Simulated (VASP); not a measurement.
These are r2SCAN meta-GGA, VASP's PBE PAW potentials (set 64) (plane waves; VASP) values and carry that method's errors.

Input for VASP

### POSCAR
```
NaF
1
   -0.0000000000     2.2878177323     2.2878177323
    2.2878177323    -0.0000000000     2.2878177323
    2.2878177323     2.2878177323    -0.0000000000
Na F
1 1
Direct
  0.0000000000   0.0000000000   0.0000000000
  0.5000000000   0.5000000000   0.5000000000
```

### INCAR
```
ALGO = Normal
EDIFF = 1E-6
EDIFFG = -0.01
ENCUT = 520
IBRION = 2
ISIF = 3
ISMEAR = 0
LASPH = .TRUE.
LCHARG = .FALSE.
LMIXTAU = .TRUE.
LREAL = .FALSE.
LWAVE = .FALSE.
METAGGA = R2SCAN
NELM = 100
NSW = 60
PREC = Accurate
SIGMA = 0.05
SYSTEM = NaF
```

KPOINTS:
```
Automatic
0
gamma
  9 9 9
0 0 0
```

POTCAR, in this order: Na_pv F (PBE.64 set). Program: vasp_std.

Q: Predict the energy per atom (σ→0), volume per atom, band gap (on the k-mesh).

A: 
```yaml
energy per atom (σ→0): -6.302 eV/atom
band gap (on the k-mesh): 7.41 eV
volume_per_atom: 11.95 Å^3/atom
```

File OSZICAR:
```
...
DAV:   2    -0.126038379926E+02    0.49853E-03   -0.17947E-03   779   0.465E-01    0.533E-02
DAV:   3    -0.126037970674E+02    0.40925E-04   -0.73010E-05   794   0.188E-01    0.256E-02
DAV:   4    -0.126037529620E+02    0.44105E-04   -0.25925E-05   779   0.149E-01    0.431E-03
DAV:   5    -0.126037920753E+02   -0.39113E-04   -0.13307E-05   776   0.561E-02    0.821E-04
DAV:   6    -0.126037947645E+02   -0.26892E-05   -0.99584E-07   776   0.175E-02    0.543E-04
DAV:   7    -0.126037972138E+02   -0.24493E-05   -0.19036E-07   776   0.732E-03    0.384E-04
DAV:   8    -0.126037973516E+02   -0.13785E-06   -0.97040E-08   503   0.423E-03
   2 F= -.12603797E+02 E0= -.12603797E+02  d E =-.850135E-04
```

The structure was generated: NaF was put into the rock salt type (Fm-3m), which need not be its known phase. This run relaxes it. Symmetry was kept, so distortions that lower it aren't found. The start is the result of an earlier pass.
